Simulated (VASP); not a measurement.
Energy against volume of MoSi2 (MoSi2 type). Computed with vdW-DF-cx, VASP's PBE PAW potentials (set 64) (plane waves; VASP). Numerical set-up: 520 eV cut-off, 13×13×13 Γ-centred mesh, first-order Methfessel-Paxton smearing of 0.10 eV, potentials Si Mo_sv.

Shape and ions are relaxed at each volume.

```csv
V (Å³/atom),E (eV/atom)
12.615,-6.21620
13.018,-6.24360
13.421,-6.25212
13.823,-6.24460
```

Fit these four points and predict the energy of the run at 14.226 Å³/atom.

A cubic in V^(−2/3), the third-order Birch-Murnaghan form, passes through the four points with V0 = 13.42 Å³/atom and B0 = 212 GPa, and gives -6.2234 eV/atom there. The run gave -6.2235 eV/atom, -0.1 meV/atom from the fit; all five points give B0 = 212 GPa.

The compound is MoSi2 in the MoSi2 type structure. It was relaxed first.
